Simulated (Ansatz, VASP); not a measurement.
**Mg6CrCd in VASP and in Ansatz**

Contents of INCAR:

```
PREC = Accurate
ENCUT = 520
EDIFF = 1E-6
ISMEAR = 0
SIGMA = 0.1
LREAL = False
LASPH = True
NELM = 100
ALGO = Fast
ISIF = 2
LWAVE = False
LCHARG = False
ISPIN = 2
MAGMOM = 0 3 0 0 0 0 0 0
LORBIT = 11
LMAXMIX = 4
```

Contents of KPOINTS:

```
Automatic mesh
0
Gamma
  6 5 5
```

The input POSCAR:

```
Mg6CrCd
5.0073
    0.999997004374      0.000000000000      0.000000000000
    0.000000000000      0.626190162363      1.087752980648
    0.000000000000     -0.626190162363      1.087752980648
Cd Cr Mg
1 1 6
Direct
    0.5000000000      0.6659480000      0.6659480000
    0.5000000000      0.1674780000      0.1674780000
    0.0000000000      0.8332740000      0.8332740000
    0.0000000000      0.3292100000      0.3292100000
    0.0000000000      0.3294580000      0.8413240000
    0.0000000000      0.8413240000      0.3294580000
    0.5000000000      0.1683370000      0.6649670000
    0.5000000000      0.6649670000      0.1683370000
```

Contents of input.yaml:

```yaml
crystal:
  lattice:
    - [5.007285, 0.0, 0.0]
    - [0.0, 3.135522, 5.4467055]
    - [0.0, -3.135522, 5.4467055]
  atoms:
    - { symbol: Cd, position: [0.5, 0.665948, 0.665948] }
    - { symbol: Cr, position: [0.5, 0.167478, 0.167478], spin: 3.0 }
    - { symbol: Mg, position: [0.0, 0.833274, 0.833274] }
    - { symbol: Mg, position: [0.0, 0.32921, 0.32921] }
    - { symbol: Mg, position: [0.0, 0.329458, 0.841324] }
    - { symbol: Mg, position: [0.0, 0.841324, 0.329458] }
    - { symbol: Mg, position: [0.5, 0.168337, 0.664967] }
    - { symbol: Mg, position: [0.5, 0.664967, 0.168337] }
hamiltonian:
  xc: lda
  pseudopotentials: { kind: paw }
magnetization:
  spin_polarized: true
kpoints:
  mp_grid: { grid: [6, 5, 5] }
scf:
  occupations: { method: gaussian, width: 0.1 }
output:
  forces: true
  stress: true
  eigenvalues: true
```

The cell comes from a database or a generator and needn't be the stable form of this composition.

Alike in both runs: task single point; functional LDA; k mesh 6 × 5 × 5; occupations gaussian, width 0.1 eV; collinear spin, ferromagnetic start.

|  | VASP | Ansatz |
| --- | --- | --- |
| version | VASP 6.6.1 | Ansatz 0.2.0 |
| potentials or method | VASP PAW LDA potentials, release 64 (Cd, Cr_pv, Mg) | Ansatz PAW |
| plane-wave cutoff (eV) | 520 | 420 |
| valence electrons in the cell | 36 | 94 |

Ansatz gave:

```
gap on the k mesh at the Fermi level (eV)                     : none
pressure (GPa)                                                : -3.5
largest component of the traceless stress (GPa)               : 0.18
rms of the force components (eV/Å)                            : 0.033
net moment per atom (μB)                                      : 0.54
size of the moment on the site where the two differ most (μB) : 3.79
```

What did VASP give for the same quantities?

gap on the k mesh at the Fermi level (eV): none; pressure (GPa): -4.0; largest component of the traceless stress (GPa): 0.15; rms of the force components (eV/Å): 0.035; net moment per atom (μB): 0.53; size of the moment on the site where the two differ most (μB): 3.62.

Site moments also hang on the region over which each program counts them. Atom by atom the forces differ by 0.003 eV/Å (rms over components). A gap of «none» marks a metal or a gap that the smearing closes. The two sets of potentials don't hold the same shells in valence.

Caveats: the PAW data sets come from PBE, with cores solved anew for the run's functional, which leaves a small shift of forces and pressure (Ansatz).
